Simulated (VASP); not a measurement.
# Si3Sb2As2 in VASP: a series of runs, part 2 of 2

VASP 6.6.1. The steps go on from the part before.

## (3) Single point, PBE

INCAR reads:

```
  ALGO = Fast
  DIPOL = 0.5 0.5 0.275
  EDIFF = 1E-6
  ENCUT = 520
  GGA = PE
  IDIPOL = 3
  ISIF = 2
  ISMEAR = 0
  LASPH = True
  LCHARG = True
  LDIPOL = True
  LELF = True
  LREAL = False
  LVACPOTAV = True
  LVHAR = True
  LWAVE = False
  NBANDS = 25
  NELM = 100
  PREC = Accurate
  SIGMA = 0.01
```

KPOINTS reads:

```
k-points
0
Gamma
  6 6 1
```

POSCAR reads:

```
Si3Sb2As2
1.0
    5.5002018445     -0.0000002706      0.0000000000
   -2.7501006879      4.7633146585      0.0000000000
    0.0000000000      0.0000000000     32.5755881109
Si Sb As
3 2 2
Direct
    0.5000000000      0.5000000000      0.2700054060
    0.5000000000      0.0000000000      0.2700054060
    1.0000000000      0.5000000000      0.2700054060
    0.6666666667      0.3333333333      0.3444336925
    0.3333333333      0.6666666667      0.3444336925
    0.6666666667      0.3333333333      0.2120143602
    0.3333333333      0.6666666667      0.2120143602
```

Potentials or basis: VASP PAW PBE potentials, release 64 (Si, Sb, As).

Command:

```console
> cat potpaw_PBE.64/Si/POTCAR potpaw_PBE.64/Sb/POTCAR potpaw_PBE.64/As/POTCAR > POTCAR
> mpirun -np 1 vasp_std > vasp.out
```

OUTCAR:

```text
EDIFF = 1E-6
   ENCUT = 520
   GGA = PE
   ISIF = 2
   ISMEAR = 0
   LASPH = True
   LREAL = False
   NELM = 100
   PREC = Accurate

 ion  position               nearest neighbor table
   1  0.500  0.500  0.270-   6 2.47   7 2.47   2 2.75   2 2.75   3 2.75   3 2.75   4 2.90   5 2.90

   2  0.500  0.000  0.270-   6 2.47   7 2.47   1 2.75   1 2.75   3 2.75   3 2.75   4 2.90   5 2.90

   3  0.000  0.500  0.270-   6 2.47   7 2.47   2 2.75   2 2.75   1 2.75   1 2.75   4 2.90   5 2.90

   4  0.667  0.333  0.344-   2 2.90   3 2.90   1 2.90   5 3.18   5 3.18   5 3.18
   5  0.333  0.667  0.344-   2 2.90   3 2.90   1 2.90   4 3.18   4 3.18   4 3.18
   6  0.667  0.333  0.212-   2 2.47   3 2.47   1 2.47
   7  0.333  0.667  0.212-   2 2.47   3 2.47   1 2.47

  LATTYP: Found a hexagonal cell.
 ALAT       =     5.5002018445
 C/A-ratio  =     5.9226168479

  Lattice vectors:

 A1 = (   5.5002018445,  -0.0000002706,   0.0000000000)
 A2 = (  -2.7501006879,   4.7633146585,   0.0000000000)
 A3 = (   0.0000000000,   0.0000000000,  32.5755881109)

Analysis of symmetry for initial positions (statically):
=====================================================================
 Subroutine PRICEL returns:
 Original cell was already a primitive cell.

 Routine SETGRP: Setting up the symmetry group for a
 hexagonal supercell.

 Subroutine GETGRP returns: Found 12 space group operations
 (whereof 12 operations were pure point group operations)
 out of a pool of 24 trial point group operations.

The static configuration has the point symmetry C_6v.

Analysis of symmetry for dynamics (positions and initial velocities):
=====================================================================
 Subroutine PRICEL returns:
 Original cell was already a primitive cell.

 Routine SETGRP: Setting up the symmetry group for a
 hexagonal supercell.

 Subroutine GETGRP returns: Found 12 space group operations
 (whereof 12 operations were pure point group operations)
[... 124 lines left out ...]
   LRPA    =     F    only Hartree local field effects (RPA)
 non-spin polarized calculation
 RMM-DIIS sequential band-by-band and
 Gauss-broadening in eV      SIGMA  =   0.01
  energy-cutoff  :      520.00
  volume of cell :      853.45
 maximum number of plane-waves:     23000
 NGX is ok and might be reduce to    42
   NGX = 21   NGY = 21   NGZ =121

 dipolmoment           0.000000      0.000000      0.037987 electrons x Angstroem

 number of electron      32.0000000 magnetization

 dipolmoment           0.000000      0.000000     -0.068971 electrons x Angstroem

 Free energy of the ion-electron system (eV)
  ---------------------------------------------------
  ext. energy  EPLUGINS =         0.00000000
  ---------------------------------------------------
  free energy    TOTEN  =       -29.46130634 eV

  energy without entropy =      -29.46130634  energy(sigma->0) =      -29.46130634

 E-fermi :  -2.0101     XC(G=0):  -2.3042

 val. band max:       -2.0495830004   @ k =   0.3333   0.0000   0.0000
 cond. band min:      -1.9705667346   @ k =   0.1667  -0.0000   0.0000
 fundamental gap:      0.0790162657
 Fermi energy:        -2.0100730702

 k-point     1 :       0.0000    0.0000    0.0000
  band No.  band energies     occupation
      1     -15.5362      2.00000
      2     -13.3005      2.00000
      3     -12.3820      2.00000
      4      -9.9623      2.00000
      5      -9.6375      2.00000
      6      -8.6074      2.00000
[... 185 lines left out ...]
     24       1.1497      0.00000
     25       1.1603      0.00000

------------------------ aborting loop because EDIFF is reached ----------------------------------------

  FORCE on cell =-STRESS in cart. coord.  units (eV):
  Direction    XX          YY          ZZ          XY          YZ          ZX
  --------------------------------------------------------------------------------------
  -------------------------------------------------------------------------------------
  Total        0.1480600      0.1480600      0.7124502      0.0000000     -0.0000000      0.0000000
  in kB        0.2779509      0.2779509      1.3374727      0.0000000     -0.0000000      0.0000000
  external PRESSURE =       0.6311248 kB  Pullay stress =       0.0000000 kB

 VOLUME and BASIS-vectors are now :
 -----------------------------------------------------------------------------
  energy-cutoff  :      520.00
  volume of cell :      853.45
      direct lattice vectors                 reciprocal lattice vectors
     5.500201845 -0.000000271  0.000000000     0.181811515  0.104968915  0.000000000
    -2.750100688  4.763314658  0.000000000     0.000000010  0.209937848  0.000000000
     0.000000000  0.000000000 32.575588111     0.000000000  0.000000000  0.030697834

 POSITION                                       TOTAL-FORCE (eV/Angst)
 -----------------------------------------------------------------------------------
      1.37505      2.38166      8.79558         0.000000      0.000000      0.021097
      2.75010     -0.00000      8.79558        -0.000000     -0.000000      0.021097
     -1.37505      2.38166      8.79558        -0.000000     -0.000000      0.021097
      2.75010      1.58777     11.22013         0.000000      0.000000      0.069671
      0.00000      3.17554     11.22013        -0.000000      0.000000      0.069671
      2.75010      1.58777      6.90649         0.000000      0.000000     -0.101317
      0.00000      3.17554      6.90649         0.000000     -0.000000     -0.101317
 -----------------------------------------------------------------------------------
    total drift:                               -0.000000     -0.000000     -0.000197

  FREE ENERGIE OF THE ION-ELECTRON SYSTEM (eV)
  ---------------------------------------------------
  free  energy   TOTEN  =       -29.4613063362 eV

  energy  without entropy=      -29.4613063359  energy(sigma->0) =      -29.46130634

 vacuum level on the upper side and lower side of the slab         1.704         2.181
```

OSZICAR:

```text
N       E                     dE             d eps       ncg     rms          rms(c)
DAV:   1     0.209811183755E+03    0.20981E+03   -0.84245E+03   350   0.834E+02
DAV:   2    -0.223006873802E+01   -0.21204E+03   -0.20165E+03   531   0.153E+02
DAV:   3    -0.293008216074E+02   -0.27071E+02   -0.26460E+02   435   0.581E+01
[... 16 lines left out ...]
RMM:  20    -0.294613000972E+02   -0.20151E-04   -0.94601E-07   317   0.317E-03    0.271E-04
RMM:  21    -0.294613019102E+02   -0.18130E-05   -0.17641E-07   201   0.175E-03    0.191E-04
RMM:  22    -0.294613044710E+02   -0.25608E-05   -0.10195E-07   199   0.142E-03    0.159E-04
RMM:  23    -0.294613054935E+02   -0.10225E-05   -0.28661E-08   157   0.111E-03    0.684E-05
RMM:  24    -0.294613063362E+02   -0.84276E-06   -0.23425E-08   139   0.104E-03
   1 F= -.29461306E+02 E0= -.29461306E+02  d E =-.312920E-09
```

Wall time 12 min (1 thread of AMD EPYC 7R43 (Zen 3), shared host); peak memory 0.89 GiB.

What came out:

```
Free energy                            : -29.4613 eV
Largest force                          : 0.101 eV/Å
Band gap on the k mesh                 : 0.08 eV, indirect (least direct gap 0.26 eV)
Ionisation potential of the upper face : 3.75 eV
```

Forces on the atoms (eV/Å):
```
Si   0.000  0.000  0.021
Si   0.000  0.000  0.021
Si   0.000  0.000  0.021
Sb   0.000  0.000  0.070
Sb   0.000  0.000  0.070
As   0.000  0.000 -0.101
As   0.000  0.000 -0.101
```

Caveat: spin-orbit coupling is left out, which moves the levels of the heavy elements.

## (4) Single point, PBE

This run uses another cell than the first one, of 82.90 Å³/atom, 0.680 times its volume.

INCAR reads:

```
PREC = Accurate
ENCUT = 520
EDIFF = 1E-6
ISMEAR = 0
SIGMA = 0.1
LREAL = False
LASPH = True
NELM = 60
ALGO = Fast
ISIF = 2
LWAVE = False
LCHARG = True
LDIPOL = True
IDIPOL = 3
DIPOL = 0.5 0.5 0.497
GGA = PE
LELF = True
LVHAR = True
LVACPOTAV = True
NBANDS = 25
```

KPOINTS reads:

```
regular mesh
0
Gamma
  3 3 1
```

POSCAR reads:

```
Si3Sb2As2
1.0
    6.1014568600      0.0000000000      0.0000000000
   -3.0507279100      5.2840167900      0.0000000000
    0.0000000000      0.0000000000     18.0000000000
Si Sb As
3 2 2
Direct
    0.5000000000      0.5000000000      0.4933333300
    0.5000000000      0.0000000000      0.4933333300
    0.0000000000      0.5000000000      0.4933333300
    0.6666666700      0.3333333300      0.5858756300
    0.3333333300      0.6666666700      0.5858756300
    0.6666666700      0.3333333300      0.4141243700
    0.3333333300      0.6666666700      0.4141243700
```

Command:

```console
> cat potpaw_PBE.64/Si/POTCAR potpaw_PBE.64/Sb/POTCAR potpaw_PBE.64/As/POTCAR > POTCAR
> mpirun -np 1 vasp_std > vasp.out
```

It took 3.4 min on 1 thread of AMD EPYC 7R43 (Zen 3), shared host; peak memory 0.63 GiB.

Results (log left out):

```yaml
Free_energy: -25.2262 eV
Largest_force: 5.426 eV/Å
Band_gap_on_the_k_mesh: none (metal or under the smearing width)
Work_function_of_the_upper_face: 4.27 eV
Work_function_of_the_lower_face: 4.67 eV
```

Forces in eV/Å, atoms in the order of the input:
```
Si   0.000  0.000 -0.996
Si   0.000  0.000 -0.996
Si   0.000  0.000 -0.996
Sb   0.000  0.000  5.426
Sb   0.000  0.000  5.426
As   0.000  0.000 -3.932
As   0.000  0.000 -3.932
```

Levels at points of the mesh, in eV from the Fermi level:
| k point | band 12 | band 13 | band 14 | band 15 | band 16 | band 17 | band 18 | band 19 | band 20 | band 21 |
| --- | --- | --- | --- | --- | --- | --- | --- | --- | --- | --- |
| (0.00, 0.00, 0.00) | -3.52 | -1.47 | -0.66 | -0.66 | 0.27 | 0.63 | 1.63 | 1.63 | 1.71 | 1.71 |

Caveat: the k mesh is coarse (spacing up to 0.40 Å⁻¹), so the values aren't converged.

## (5) Overview

```tsv
cell	k mesh	smearing	mesh quality	gap on the mesh (eV)	largest force (eV/Å)
P6mm, 122.0 Å³/atom	6 × 6 × 1	gaussian 0.01 eV	not flagged	0.10	0.05
P6mm, 121.92 Å³/atom	6 × 6 × 1	gaussian 0.01 eV	not flagged	0.08	0.10
P6mm, 82.9 Å³/atom	3 × 3 × 1	gaussian 0.1 eV	coarse	none	5.43
```

Alike in all rows: task single point; level PBE; potentials or basis VASP PAW PBE potentials, release 64 (Si, Sb, As); no spin polarisation; cutoff (eV) 520.

Caveats: some runs use coarse meshes; spin-orbit coupling is left out, which moves the levels of the heavy elements (some runs).

Absolute energies hang on the potentials; compare differences alone.
